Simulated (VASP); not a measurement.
Computed with optB88-vdW, VASP's PBE PAW potentials (set 64) (plane waves; VASP).

Input for VASP

POSCAR:
```
NiAl
1.0
  2.8887378039   0.0000000000   0.0000000000
  0.0000000000   2.8887378039   0.0000000000
  0.0000000000   0.0000000000   2.8887378039
Al Ni
1 1
Cartesian
  1.4443689019   1.4443689019   1.4443689019
  0.0000000000   0.0000000000   0.0000000000
```

File KPOINTS:
```
k-points along high-symmetry lines
15
Line-mode
Reciprocal
  0.000000   0.000000   0.000000 ! GAMMA
  0.000000   0.500000   0.000000 ! X

  0.000000   0.500000   0.000000 ! X
  0.500000   0.500000   0.000000 ! M

  0.500000   0.500000   0.000000 ! M
  0.000000   0.000000   0.000000 ! GAMMA

  0.000000   0.000000   0.000000 ! GAMMA
  0.500000   0.500000   0.500000 ! R

  0.500000   0.500000   0.500000 ! R
  0.000000   0.500000   0.000000 ! X

  0.500000   0.500000   0.500000 ! R
  0.500000   0.500000   0.000000 ! M
```

**INCAR**
```
SYSTEM = NiAl
PREC = Accurate
ENCUT = 520
EDIFF = 1E-7
NELM = 100
ALGO = Normal
LREAL = .FALSE.
LASPH = .TRUE.
ISMEAR = 0
SIGMA = 0.05
GGA = BO
PARAM1 = 0.1833333333
PARAM2 = 0.22
LUSE_VDW = .TRUE.
AGGAC = 0.0
LMAXMIX = 4
LWAVE = .FALSE.
LCHARG = .FALSE.
LORBIT = 11
ICHARG = 11
```

POTCAR, in this order: Al Ni (PBE.64 set). Program: vasp_std. Read from the step before: CHGCAR.

The resulting files:

OSZICAR:
```
       N       E                     dE             d eps       ncg     rms          rms(c)
DAV:   1     0.456329795756E+02    0.45633E+02   -0.58808E+03  1832   0.138E+03
DAV:   2    -0.403655510031E+01   -0.49670E+02   -0.46168E+02  1806   0.205E+02
DAV:   3    -0.514525841225E+01   -0.11087E+01   -0.11016E+01  2282   0.400E+01
DAV:   4    -0.516098183459E+01   -0.15723E-01   -0.15717E-01  2294   0.408E+00
DAV:   5    -0.516139138655E+01   -0.40955E-03   -0.40954E-03  2186   0.595E-01
DAV:   6    -0.516141305251E+01   -0.21666E-04   -0.21666E-04  2466   0.115E-01
DAV:   7    -0.516141348204E+01   -0.42954E-06   -0.43020E-06  2136   0.133E-02
DAV:   8    -0.516141350468E+01   -0.22634E-07   -0.22527E-07  1686   0.230E-03
   1 F= -.51614135E+01 E0= -.51611189E+01  d E =-.589218E-03
```

OUTCAR:
```
 val. band max:       10.8447104508   @ k =   0.4286   0.5000   0.4286

 cond. band min:      10.8696090626   @ k =   0.2500   0.2500   0.0000



 k-point     1 :       0.0000    0.0000    0.0000
  band No.  band energies     occupation
      1      -1.2020      2.00000
      2       6.6461      2.00000
      3       6.6461      2.00000
      4       8.2722      2.00000
      5       8.2722      2.00000
      6       8.2722      2.00000
      7      15.2814      0.00000
      8      15.2814      0.00000
      9      15.2814      0.00000
     10      18.0527      0.00000

 k-point     2 :       0.0000    0.0357    0.0000
  band No.  band energies     occupation
      1      -1.1786      2.00000
      2       6.6449      2.00000
      3       6.6514      2.00000
      4       8.2620      2.00000
      5       8.2620      2.00000
      6       8.2733      2.00000
      7      14.9893      0.00000
      8      15.3125      0.00000
      9      15.3125      0.00000
     10      18.0544      0.00000

 k-point     3 :       0.0000    0.0714    0.0000
  band No.  band energies     occupation
      1      -1.1085      2.00000
      2       6.6400      2.00000
      3       6.6674      2.00000
      4       8.2320      2.00000
      5       8.2320      2.00000
      6       8.2765      2.00000
      7      14.3284      0.00000
      8      15.4049      0.00000
      9      15.4049      0.00000
     10      18.0592      0.00000

 k-point     4 :       0.0000    0.1071    0.0000
  band No.  band energies     occupation
      1      -0.9920      2.00000
      2       6.6270      2.00000
      3       6.6932      2.00000
      4       8.1847      2.00000
      5       8.1847      2.00000
      6       8.2816      2.00000
      7      13.5440      0.00000
      8      15.5565      0.00000
      9      15.5565      0.00000
     10      18.0672      0.00000

 k-point     5 :       0.0000    0.1429    0.0000
  band No.  band energies     occupation
...
```

The density is held fixed in this step, so its total energy and stress have no physical meaning.

The compound is NiAl in the CsCl type structure. It was relaxed first. The run is not spin-polarised, so no magnetic state was tried. The electron count is odd and the run is not spin-polarised, which forces a metal.
